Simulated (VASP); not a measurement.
The system is C.

```
C
1.0
     2.46100    0.00000    0.00000
    -1.23050    2.13129    0.00000
     0.00000    0.00000    6.97632
C
4
Direct
  0.00000 0.00000 0.25000
  0.33333 0.66667 0.25000
  0.00000 0.00000 0.75000
  0.66667 0.33333 0.75000
```

The cell was built by a generator and needn't be a form met in nature.

Base run:

```yaml
Program: VASP 6.6.1
Functional: vdW-DF
Potentials_or_basis: VASP PAW PBE potentials, release 64 (C)
Cutoff: 520 eV
k_mesh: 16 × 16 × 4
Occupations: fermi-dirac, width 0.05 eV
Spin: no spin polarisation
```

Its results: band gap on the k mesh 0.68 eV, direct; pressure 5.8 GPa.

The run is repeated on the same cell with these changes: functional from vdW-DF to vdW-DF2. What comes out?

Band gap on the k mesh 0.65 eV, direct; pressure 5.0 GPa.

Caveats: the PAW data sets were made with another functional, which shifts forces and pressure a little.

A k mesh can miss the band edges.

Not every run made on this cell is shown here.
